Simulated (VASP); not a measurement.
Consider the following.

```xyz
2
Lattice="0.0000 3.2300 3.2300 3.2300 0.0000 3.2300 3.2300 3.2300 0.0000" Properties=species:S:1:pos:R:3 pbc="T T T"
Hg     0.0000     0.0000     0.0000
Te     1.6150     1.6150     1.6150
```

These are r2SCAN meta-GGA, VASP's PBE PAW potentials (set 64) (plane waves; VASP) values and carry that method's errors. Run with 400 eV cut-off, 7×7×7 Γ-centred mesh, Gaussian smearing of 0.050 eV, potentials Hg Te.

Energy and stress use the plane-wave basis of the starting cell.

Task: The ions, cell shape and volume are relaxed. Give the cell that the relaxation ends in.

Result: 
```xyz
2
Lattice="0.0000 3.2869 3.2869 3.2869 0.0000 3.2869 3.2869 3.2869 0.0000" Properties=species:S:1:pos:R:3 pbc="T T T"
Hg     0.0000     0.0000     0.0000
Te     1.6435     1.6435     1.6435
```
Space group F-43m (216), at a tolerance of 0.03 Å.

Task: How do energy and volume change from the first to the last step?

Result: The energy (σ→0) changes by -13.3 meV/atom and the volume by +5.4 %, in 3 ionic steps.

The compound is HgTe in the zinc blende structure. This run relaxes it. Symmetry was kept, so distortions that lower it aren't found.
